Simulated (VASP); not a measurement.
**MgO: energy against strain**

MgO (rock salt, Fm-3m, 9.327 Å³/atom at rest, cube axes along x, y and z) under an equal strain ε along x and y, with z held. PBEsol in VASP (plane waves, PAW), 600 eV, 12×12×12 Γ-centred mesh, Gaussian smearing 0.05 eV; ions are relaxed within the symmetry of each cell.

Here s stands for strain and y for E less E0.

| strain (%) | E less E0 (meV/atom) |
|---|---|
| -1.50 | 5.65 |
| -1.00 | 2.52 |
| -0.50 | 0.67 |
| 0.00 | 0.00 |
| 0.50 | 0.48 |
| 1.00 | 2.06 |
| 1.50 | 4.63 |
| 3.00 | ? |

Question: Fit y against s with a parabola, and predict the withheld value at s = 3.00.

Answer: Least squares gives y = 0.004 - 0.2979·s + 2.2833·s². Residuals (row less fit): 0.062, -0.065, -0.054, -0.004, 0.054, 0.071, -0.065; standard error 0.076 (degrees of freedom: 4). Twice the quadratic coefficient over the volume, 2 × 2.2833 meV × 10⁴ × 0.1602 / 9.327 Å³, is the elastic constants 2(C11 + C12) = 784 ± 11 GPa. At the withheld row, y = 0.004 - 0.2979 × 3.0 + 2.2833 × 3.0² = 19.660 meV/atom. The calculation gives 17.94 meV/atom, 1.720 meV/atom below the prediction (9.6 % of the range of y in the table). The row lies outside the fitted rows, so this is an extrapolation. From the scatter of the fitted rows alone, a prediction at this place has a standard error of 0.290 meV/atom, so the miss is 5.9 times that.

One order more, fitted to all 13 runs of the series, follows each within 0.02, so the miss is the next term of a smooth law. Rows are the converged runs of the series near zero and its far end; series whose fitted rows scatter by over a few per cent of the range, as at a crossing or softening among them, aren't shown in this form. Most that stay on the fit to the last digits aren't either.
